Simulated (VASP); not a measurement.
# Co: surface energy and work function by face, part 3 of 5

Which face of Co is cheapest, and which holds its electrons hardest?

VASP 6.6.1; r2SCAN, spin-polarised from a ferromagnetic start; plane waves and PAW (Co).

Still holding for the runs below: The magnetic state follows from one typed start and may not be the lowest.

So far. Step 3 (The bulk reference, job self-consistent run, k-mesh …): The run ends at a pressure of -0.74 GPa. Step 4 (Surface relaxation, 8 atoms, face Co(0001)): The run ended after 8 ionic steps, 0.078 eV below its first step, once the forces on the free atoms met EDIFFG = -0.03.

## (5) Potential and states of the slab, 8 atoms, face Co(0001)

A static run writes the electrostatic potential without exchange and correlation (LVHAR), which is flat in the vacuum and gives the level to count from. The dipole correction cancels the field that unlike faces would set up across the vacuum.

INCAR

```
SYSTEM = Co
PREC = Normal
ENCUT = 320
EDIFF = 1E-06
NELM = 120
ISMEAR = 1
SIGMA = 0.15
LREAL = .FALSE.
ALGO = Normal
METAGGA = R2SCAN
LASPH = .TRUE.
NBANDS = 58
ISPIN = 2
MAGMOM = 2 2 2 2 2 2 2 2
LMAXMIX = 4
LORBIT = 11
LWAVE = .FALSE.
LCHARG = .TRUE.
KPAR = 4
IDIPOL = 3
LDIPOL = .TRUE.
DIPOL = 0.5 0.5 0.5
LVHAR = .TRUE.
LVACPOTAV = .TRUE.
NEDOS = 1500
```

POSCAR

```
Co
1.0
    2.4720257627      0.0000000000      0.0000000000
    1.2360128814      2.1408371093      0.0000000000
    0.0000000000      0.0000000000     29.0425499876
Co
8
Direct
    0.6666666700      0.6666666700      0.2593417942
    0.0000000000      0.0000000000      0.3255728806
    0.6666666700      0.6666666700      0.3968178097
    0.0000000000      0.0000000000      0.4642180274
    0.6666666700      0.6666666700      0.5357819726
    0.0000000000      0.0000000000      0.6031821903
    0.6666666700      0.6666666700      0.6744271194
    0.0000000000      0.0000000000      0.7406582058
```

KPOINTS

```
Automatic mesh
0
Gamma
15 15 1
0 0 0
```

Potentials, in the order of the species: Co (PBE family, release 64).

Started as:

```sh
$ mpirun -np 4 vasp_std
```

What it wrote:

```text
[... set-up lines as in an earlier step ...]
 entering main loop
       N       E                     dE             d eps       ncg     rms          rms(c)
DAV:   1     0.425084885642E+03    0.42508E+03   -0.24222E+04  6352   0.107E+03
DAV:   2    -0.819592620445E+02   -0.50704E+03   -0.46504E+03  6266   0.278E+02
DAV:   3    -0.123512778865E+03   -0.41554E+02   -0.38772E+02  6728   0.110E+02
DAV:   4    -0.124256990195E+03   -0.74421E+00   -0.74245E+00  6872   0.169E+01
DAV:   5    -0.124279477415E+03   -0.22487E-01   -0.22486E-01  9508   0.187E+00    0.345E+01
DAV:   6    -0.113720391083E+03    0.10559E+02   -0.11266E+02  7128   0.121E+02    0.427E+01
DAV:   7    -0.176264846383E+03   -0.62544E+02   -0.10705E+02  8342   0.175E+02    0.895E+01
DAV:   8    -0.106741853870E+03    0.69523E+02   -0.18104E+02  9300   0.716E+01    0.204E+01
DAV:   9    -0.106086275498E+03    0.65558E+00   -0.33019E+01  8276   0.840E+01    0.355E+01
DAV:  10    -0.105355150763E+03    0.73112E+00   -0.14563E+01  7214   0.582E+01    0.262E+01
DAV:  11    -0.103590995396E+03    0.17642E+01   -0.15325E+01  7776   0.466E+01    0.145E+01
DAV:  12    -0.103059143258E+03    0.53185E+00   -0.28652E+00  7064   0.245E+01    0.687E+00
DAV:  13    -0.103579548584E+03   -0.52041E+00   -0.73443E-01  6950   0.888E+00    0.566E+00
DAV:  14    -0.104186756502E+03   -0.60721E+00   -0.15142E+00  7438   0.109E+01    0.526E+00
DAV:  15    -0.104357386577E+03   -0.17063E+00   -0.39043E-01  7620   0.506E+00    0.587E+00
DAV:  16    -0.104507706641E+03   -0.15032E+00   -0.18113E-01  7416   0.403E+00    0.605E+00
DAV:  17    -0.104372589516E+03    0.13512E+00   -0.10223E-01  7014   0.551E+00    0.420E+00
DAV:  18    -0.104275958529E+03    0.96631E-01   -0.95354E-02  8526   0.455E+00    0.289E+00
DAV:  19    -0.104251099447E+03    0.24859E-01   -0.65296E-02  7862   0.271E+00    0.219E+00
DAV:  20    -0.104253075461E+03   -0.19760E-02   -0.33492E-02  9292   0.173E+00    0.163E+00
DAV:  21    -0.104263706710E+03   -0.10631E-01   -0.11109E-02  7180   0.123E+00    0.137E+00
DAV:  22    -0.104267143638E+03   -0.34369E-02   -0.31417E-02  9346   0.173E+00    0.864E-01
DAV:  23    -0.104268160418E+03   -0.10168E-02   -0.84685E-03  7330   0.115E+00    0.728E-01
DAV:  24    -0.104271403905E+03   -0.32435E-02   -0.67149E-03  7612   0.851E-01    0.620E-01
DAV:  25    -0.104283669453E+03   -0.12266E-01   -0.10899E-02  8522   0.142E+00    0.824E-01
DAV:  26    -0.104287914579E+03   -0.42451E-02   -0.69171E-03  8360   0.117E+00    0.701E-01
DAV:  27    -0.104286511338E+03    0.14032E-02   -0.27775E-03  7780   0.629E-01    0.491E-01
DAV:  28    -0.104286884583E+03   -0.37324E-03   -0.20630E-03  8702   0.502E-01    0.311E-01
DAV:  29    -0.104286777685E+03    0.10690E-03   -0.79473E-04  8130   0.285E-01    0.226E-01
DAV:  30    -0.104286942364E+03   -0.16468E-03   -0.57765E-04  7580   0.277E-01    0.137E-01
DAV:  31    -0.104286382018E+03    0.56035E-03   -0.64414E-04  8356   0.252E-01    0.560E-02
DAV:  32    -0.104286031042E+03    0.35098E-03   -0.42385E-04  6506   0.146E-01    0.558E-02
DAV:  33    -0.104285487106E+03    0.54394E-03   -0.16448E-04  7132   0.109E-01    0.490E-02
DAV:  34    -0.104285017845E+03    0.46926E-03   -0.50119E-04  7462   0.200E-01    0.409E-02
DAV:  35    -0.104284591201E+03    0.42664E-03   -0.15120E-04  6718   0.103E-01    0.256E-02
DAV:  36    -0.104284427450E+03    0.16375E-03   -0.29970E-05  7970   0.507E-02    0.116E-02
DAV:  37    -0.104284442086E+03   -0.14636E-04   -0.12011E-05  6562   0.261E-02    0.757E-03
DAV:  38    -0.104284496793E+03   -0.54708E-04   -0.62307E-06  6220   0.223E-02    0.378E-03
DAV:  39    -0.104284521300E+03   -0.24507E-04   -0.36760E-06  5846   0.132E-02    0.198E-03
DAV:  40    -0.104284467698E+03    0.53602E-04   -0.18154E-06  5130   0.896E-03    0.199E-03
DAV:  41    -0.104284467365E+03    0.33316E-06   -0.73052E-07  4408   0.564E-03
 -----------------------------------------------------------------------------
|                                                                             |
|           W    W    AA    RRRRR   N    N  II  N    N   GGGG   !!!           |
|           W    W   A  A   R    R  NN   N  II  NN   N  G    G  !!!           |
|           W    W  A    A  R    R  N N  N  II  N N  N  G       !!!           |
|           W WW W  AAAAAA  RRRRR   N  N N  II  N  N N  G  GGG   !            |
|           WW  WW  A    A  R   R   N   NN  II  N   NN  G    G                |
|           W    W  A    A  R    R  N    N  II  N    N   GGGG   !!!           |
|                                                                             |
|     Did not find any points to average over, which means that no vacuum     |
|     field-free region was found. Please increase the size of  your cell     |
|     in the dimension of the dipole correction to obtain accurate            |
|     workfunction values.                                                    |
|                                                                             |
 -----------------------------------------------------------------------------

   1 F= -.10428447E+03 E0= -.10428516E+03  d E =0.208523E-02  mag=    14.0614
```

Run time: 2.9 min. Hardware: 4 MPI ranks of Intel Xeon 6975P-C (Granite Rapids), shared host; peak memory 1.1 GiB; 11 min of CPU time.

From OUTCAR (step 5):

```text
   NELECT =      72.0000    total number of electrons

 dipolmoment           0.000000      0.000000      0.000000 electrons x Angstroem

 E-fermi :   3.7524

 spin component 1
 k-point     1 :       0.0000    0.0000    0.0000
  band No.  band energies     occupation
    ...
     45       2.1025      1.00000
     46       2.1028      1.00000
     47       2.1030      1.00000
     48       3.4394      1.00599
     49       3.7512      0.50646
     50       8.5355      0.00000
     51       8.7781      0.00000
     52       9.7858      0.00000
     53      10.5171      0.00000
     54      11.6441      0.00000
    ...

 k-point     2 :       0.0667    0.0000    0.0000
  band No.  band energies     occupation
    ...
     43       2.0295      1.00000
     44       2.1122      1.00000
     45       2.1158      1.00000
     46       2.1949      1.00000
     47       2.8284      1.00000
     48       3.8868     -0.01068
     49       4.2636     -0.00001
     50       8.6817      0.00000
     51       8.9138      0.00000
     52       9.9257      0.00000
    ...

  Total       -1.6372894     -1.6372894      0.3117516     -0.0000000      0.0000000     -0.0000000
  in kB      -17.0672940    -17.0672940      3.2497347     -0.0000000      0.0000000     -0.0000000
  external PRESSURE =     -10.2949511 kB  Pullay stress =       0.0000000 kB

 POSITION                                       TOTAL-FORCE (eV/Angst)
 -----------------------------------------------------------------------------------
      2.47203      1.42722      7.53195         0.000000      0.000000     -0.025202
      0.00000      0.00000      9.45547        -0.000000     -0.000000     -0.019310
      2.47203      1.42722     11.52460         0.000000     -0.000000     -0.002059
      0.00000      0.00000     13.48208        -0.000000      0.000000      0.003496
      2.47203      1.42722     15.56047        -0.000000      0.000000     -0.003496
      0.00000      0.00000     17.51795         0.000000      0.000000      0.002059
      2.47203      1.42722     19.58708         0.000000      0.000000      0.019310
      0.00000      0.00000     21.51060        -0.000000     -0.000000      0.025202
 -----------------------------------------------------------------------------------
    total drift:                                0.000002      0.000001     -0.000002

  FREE ENERGIE OF THE ION-ELECTRON SYSTEM (eV)
  ---------------------------------------------------
  free  energy   TOTEN  =      -104.2844673648 eV

  energy  without entropy=     -104.2865525978  energy(sigma->0) =     -104.28516244

 vacuum level on the upper side and lower side of the slab         8.712         8.712

[... 10 parts as in an earlier step ...]

[... 13 further parts left out ...]
```

This step gave:

```
electronic cycles                          : 41
free energy (TOTEN)                        : -104.2845 eV
energy at zero smearing                    : -104.2852 eV
Fermi energy                               : 3.752 eV
dipole moment                              : 0, 0, 0 e·Å
vacuum levels                              : 8.729, 8.729 eV
work functions of the upper and lower face : 4.976, 4.976 eV
```

The planar average of the electrostatic potential oscillates, so the rows of the table below give means over windows of 2.04 Å about each position, cut where the curve ends. Its maxima inside the range that stand out by 2 % of the span (Å: eV): 8.5: -1.83, 10.4: -0.648, 12.5: -1.51, 14.5: -0.454, 16.6: -1.51, 18.6: -0.648, 20.5: -1.83. Its minima: 7.5: -22.5, 9.4: -22.7, 11.6: -22.6, 13.5: -22.8, 15.5: -22.8, 17.5: -22.6, 19.6: -22.7, 21.6: -22.5.

Zero at the Fermi level. Planar average of the electrostatic potential against height; means over each step:

```csv
height (Å),planar average of the electrostatic potential (eV)
1.02,4.98
3.06,4.97
5.10,4.71
7.14,-9.25
9.18,-10.9
11.22,-10.4
13.26,-10.7
15.30,-10.4
17.34,-10.7
19.38,-10.5
21.42,-10.5
23.46,4.07
25.50,4.97
27.54,4.98
```

Density of states in the PAW spheres, an atom over height of the layer and energy from the Fermi level.

Ten even steps from '_' (0.06 states/eV) to '@' (2.46 states/eV), each cell a mean:
```
--::--------::--
....::::::::....
==------------==
**++========++**
++==++++++++==++
%%@@@@@@@@@@@@%%
####++++++++####
**++********++**
##****####****##
@@####%%%%####@@
################
--++========++--
--============--
--============--
::==--------==::
..--::::::::--..
__............__
________________
________________
________________
________________
________________
```
Columns: height of the layer (Å) from 7.5 to 21.5 (not evenly spaced); rows upwards: energy from the Fermi level (eV) from -7.9 to 0.5.

Spin density in the ca plane at fractional y = 0.000, with atoms of Co within 0.2 Å of it.

Ten even steps from '0' (0.0 e/Å³) to '9' (2.8 e/Å³), each cell a mean:
```
00000003762000000037620000000476200000000000
00000001320000000013200000000132000000000000
00000000000000000000000000000000000000000000
00010000000000100000000001000000000000000000
00000000000000000000000000000000000000000000
00000000110000000001100000000011000000000000
00000002651000000026510000000365100000000000
00000004982000000049820000001598200000000000
```
Columns run along c (16.0 Å, from fractional 0.36 to 0.91 of the cell), rows up along a (2.5 Å). Atoms in or near the plane, at fractional coordinates: Co at (0.46, 0.00), Co at (0.60, 0.00), Co at (0.74, 0.00).

Valence density in the ca plane at fractional y = 0.000, with atoms of Co within 0.2 Å of it. It is the smooth field of the valence electrons, not physical close to the nuclei.

Values in e/Å³, 5 rows by 16 columns, each cell a mean:
```
0.3 0.3 1.6 3.8 0.3 0.3 1.6 3.8 0.3 0.3 1.8 3.7 0.1 0.0 0.0 0.0
0.4 0.6 0.5 0.7 0.4 0.6 0.5 0.7 0.4 0.6 0.5 0.7 0.1 0.0 0.0 0.0
0.4 0.9 0.3 0.3 0.4 0.9 0.3 0.3 0.4 0.9 0.3 0.3 0.1 0.0 0.0 0.0
0.3 0.5 0.7 1.6 0.3 0.5 0.7 1.6 0.3 0.5 0.8 1.5 0.1 0.0 0.0 0.0
0.3 0.3 2.1 5.2 0.4 0.3 2.1 5.2 0.4 0.3 2.3 5.0 0.1 0.0 0.0 0.0
```
Columns run along c (16.0 Å, from fractional 0.36 to 0.91 of the cell), rows up along a (2.5 Å). Atoms in or near the plane, at fractional coordinates: Co at (0.46, 0.00), Co at (0.60, 0.00), Co at (0.74, 0.00).

The map of layer states is cut here 0.5 eV above the Fermi level, so it leaves out the states above that.

The vacuum level lies 4.98 eV above the Fermi level at the upper face; both faces agree, as the slab has next to no dipole.

The program found no field-free point at its default tolerance, and its printed vacuum level lies off the flat part of the planar average, by -0.02 eV at the upper face; the levels here are read from the flat part.

On this mesh the fine structure of the density of states is sampling noise, and high empty states may be cut by the number of bands.

[end of part 3 of 5]

[Lines on the potential files, build, host, timing and source positions are cut from VASP's logs without a mark.]

[Logs are printed without paths, hosts, clocks, repeated set-up lines and the standing remarks that a program may print on its own settings, such as how far it seeks lower states.]

[Hosts, paths, dates, database ids (printed as entryN), source tags and the programs' standing remarks are cut or masked in the printed files.]

[Runs that stopped without an error message from VASP are left out.]
